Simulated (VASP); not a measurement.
OSZICAR of a VASP run on LaTl (space group Pm-3m):

File OSZICAR:
```
       N       E                     dE             d eps       ncg     rms          rms(c)
DAV:   1     0.192591580485E+03    0.19259E+03   -0.71564E+03  1128   0.137E+03
DAV:   2     0.304214392392E+01   -0.18955E+03   -0.18640E+03  1832   0.284E+02
DAV:   3    -0.866603498436E+01   -0.11708E+02   -0.11185E+02  1752   0.118E+02
DAV:   4    -0.911707350861E+01   -0.45104E+00   -0.44630E+00  2048   0.139E+01
DAV:   5    -0.913812619481E+01   -0.21053E-01   -0.21042E-01  1376   0.264E+00    0.372E+00
DAV:   6    -0.894083053092E+01    0.19730E+00   -0.63899E-01  1648   0.582E+00    0.248E+00
DAV:   7    -0.891577608168E+01    0.25054E-01   -0.68613E-02  1512   0.210E+00    0.133E+00
DAV:   8    -0.891058036573E+01    0.51957E-02   -0.11387E-02  1720   0.814E-01    0.847E-02
DAV:   9    -0.891075020325E+01   -0.16984E-03   -0.10456E-03  2072   0.294E-01    0.574E-02
DAV:  10    -0.891085790313E+01   -0.10770E-03   -0.29182E-04  1624   0.978E-02    0.365E-02
DAV:  11    -0.891088740695E+01   -0.29504E-04   -0.17374E-04  2040   0.746E-02    0.776E-03
DAV:  12    -0.891088910510E+01   -0.16982E-05   -0.13282E-05  1888   0.208E-02    0.340E-03
DAV:  13    -0.891088915576E+01   -0.50651E-07   -0.11743E-06  1320   0.909E-03
   1 F= -.89108892E+01 E0= -.89068415E+01  d E =-.809538E-02
```

Task: Which electronic solver shows in the log?

Result: It is blocked Davidson (ALGO = Normal, or the opening steps of other solvers). The INCAR had ALGO = Normal.

Task: Can the final energy be trusted as converged?

Result: The run converged. It stopped with EDIFF = 1E-6, NELM = 100 (PBEsol GGA, plane waves, VASP's PBE PAW potentials (set 64)).

The structure comes from a computed database's LaTl entry (Pm-3m); how it stands against other phases isn't given here. The cell was not relaxed at this level, and its volume differs by -5.9 % from the start's.
